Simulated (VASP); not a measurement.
Wanted: the native input for a VASP 6.6.1 run.

- Task: single point
- Functional: PBE
- Potentials or basis: VASP PAW PBE potentials, release 64 (Hf_pv, C, O)
- Cutoff: 520 eV
- k mesh: 3 × 3 × 3
- Occupations: fermi-dirac, width 0.01 eV
- Spin: no spin polarisation
- Dipole correction: no
- Further INCAR settings: LREAL = Auto; ALGO = Fast; EDIFF = 1e-07; NBANDS = 161

The structure of HfC15O32 (a cell with a defect) lies in POSCAR:

```
HfC15O32
1.0
    7.0322000000      0.0000000000      0.0000000000
    0.0000000000      7.0322000000      0.0000000000
    0.0000000000      0.0000000000      8.2086000000
Hf C O
1 15 32
Direct
    0.0000000000      0.0000000000      0.0000000000
    0.0000000000      0.0000000000      0.5000000000
    0.0000000000      0.5000000000      0.0000000000
    0.0000000000      0.5000000000      0.5000000000
    0.5000000000      0.0000000000      0.0000000000
    0.5000000000      0.0000000000      0.5000000000
    0.5000000000      0.5000000000      0.0000000000
    0.5000000000      0.5000000000      0.5000000000
    0.2500000000      0.2500000000      0.2500000000
    0.2500000000      0.2500000000      0.7500000000
    0.2500000000      0.7500000000      0.2500000000
    0.2500000000      0.7500000000      0.7500000000
    0.7500000000      0.2500000000      0.2500000000
    0.7500000000      0.2500000000      0.7500000000
    0.7500000000      0.7500000000      0.2500000000
    0.7500000000      0.7500000000      0.7500000000
    0.1150000000      0.1150000000      0.0000000000
    0.1150000000      0.1150000000      0.5000000000
    0.1150000000      0.6150000000      0.0000000000
    0.1150000000      0.6150000000      0.5000000000
    0.6150000000      0.1150000000      0.0000000000
    0.6150000000      0.1150000000      0.5000000000
    0.6150000000      0.6150000000      0.0000000000
    0.6150000000      0.6150000000      0.5000000000
    0.1350000000      0.3650000000      0.2500000000
    0.1350000000      0.3650000000      0.7500000000
    0.1350000000      0.8650000000      0.2500000000
    0.1350000000      0.8650000000      0.7500000000
    0.6350000000      0.3650000000      0.2500000000
    0.6350000000      0.3650000000      0.7500000000
    0.6350000000      0.8650000000      0.2500000000
    0.6350000000      0.8650000000      0.7500000000
    0.3850000000      0.3850000000      0.0000000000
    0.3850000000      0.3850000000      0.5000000000
    0.3850000000      0.8850000000      0.0000000000
    0.3850000000      0.8850000000      0.5000000000
    0.8850000000      0.3850000000      0.0000000000
    0.8850000000      0.3850000000      0.5000000000
    0.8850000000      0.8850000000      0.0000000000
    0.8850000000      0.8850000000      0.5000000000
    0.3650000000      0.1350000000      0.2500000000
    0.3650000000      0.1350000000      0.7500000000
    0.3650000000      0.6350000000      0.2500000000
    0.3650000000      0.6350000000      0.7500000000
    0.8650000000      0.1350000000      0.2500000000
    0.8650000000      0.1350000000      0.7500000000
    0.8650000000      0.6350000000      0.2500000000
    0.8650000000      0.6350000000      0.7500000000
```

One way to write it, as run:

INCAR

```
SYSTEM = HfC15O32
PREC     = Accurate       ! precision mode
ENCUT    = 520            ! plane-wave cutoff, eV
EDIFF    = 1E-7           ! SCF threshold, eV
ISMEAR   = -1             ! smearing method
SIGMA    = 0.01           ! smearing width, eV
LREAL    = Auto         
LASPH    = .TRUE.         ! aspherical terms in the spheres
NELM     = 100            ! most SCF steps
ALGO     = Fast           ! electronic algorithm
ISIF     = 2              ! what is computed and relaxed
LWAVE    = .FALSE.        ! write WAVECAR
LCHARG   = .FALSE.        ! write CHGCAR
GGA      = PE             ! functional
NBANDS   = 161            ! bands
```

KPOINTS

```
regular mesh
0
G
  3 3 3
  0 0 0
```

Potentials or basis: VASP PAW PBE potentials, release 64 (Hf_pv, C, O).

Launch:

```sh
$ cat potpaw_PBE.64/Hf_pv/POTCAR potpaw_PBE.64/C/POTCAR potpaw_PBE.64/O/POTCAR > POTCAR
$ mpirun -np 1 vasp_std > vasp.out
```

Results of the run:

| Item | Value |
| --- | --- |
| Pressure | 84.8 GPa |
| Largest force | 148.907 eV/Å |
| Band gap on the k mesh | none (metal or under the smearing width) |

Caveat: a pressure of tens of GPa on the cell as given is suspect, and the run, the potentials or the cell itself is likely at fault; the standard files for N, O and F lose accuracy on very short bonds.

Run time: 22 min on 1 thread of Intel(R) Xeon(R) Platinum 8175M CPU @ 2.50GHz (Skylake/Cascade Lake), on a shared host, peak memory 0.64 GiB.
